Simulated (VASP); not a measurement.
An input for Quantum ESPRESSO's pw.x (written as the equivalent of a VASP run, and not itself run):

```
&CONTROL
  calculation = 'scf'
  pseudo_dir = './pseudo'
  outdir = './out'
  tprnfor = .true.
  tstress = .true.
/
&SYSTEM
  ibrav = 0
  nat = 1
  ntyp = 1
  ecutwfc = 56
  occupations = 'tetrahedra'
  input_dft = 'pz'
/
&ELECTRONS
  conv_thr = 7.3e-09
  electron_maxstep = 100
/
ATOMIC_SPECIES
  Pb 207.200 Pb.upf
CELL_PARAMETERS angstrom
    -0.0000000    2.4444871    2.4444871
     2.4444871    0.0000000    2.4444871
     2.4444871    2.4444871   -0.0000000
ATOMIC_POSITIONS crystal
  Pb   0.0000000  0.0000000  0.0000000
K_POINTS automatic
  14 14 14 0 0 0
```

**Question.** Translate this input to VASP (INCAR, KPOINTS, POSCAR, choice of POTCAR).

**Answer.** This is not unique; one that fits is 
**INCAR**
```
SYSTEM=Pb
PREC=Accurate; ENCUT=400; LREAL=.False.
LASPH=.True.
EDIFF=1E-7; NELM=100; ALGO=Normal
LMAXMIX=4
ISMEAR=-5
ISIF=2
LWAVE=.False.; LCHARG=.True.; LORBIT=11
NEDOS=601
```

POSCAR:
```
Pb
2.4444870
  0.0000000000   1.0000000312   1.0000000312
  1.0000000312   0.0000000000   1.0000000312
  1.0000000312   1.0000000312   0.0000000000
Pb
1
Cartesian
  0.0000000000   0.0000000000   0.0000000000
```

**KPOINTS**
```
Automatic mesh
0
Gamma
14 14 14
0 0 0
```

POTCAR, in this order: Pb_d (LDA.64 set). Program: vasp_std.

What does not carry over: the potentials are each code's own (VASP's PAW set, PseudoDojo norm-conserving files in pw.x), so ENCUT and ecutwfc are chosen apart and not converted; conv_thr bounds pw.x's estimated SCF error, while EDIFF bounds the energy change between steps.

The compound is Pb in the fcc structure. It was relaxed first.
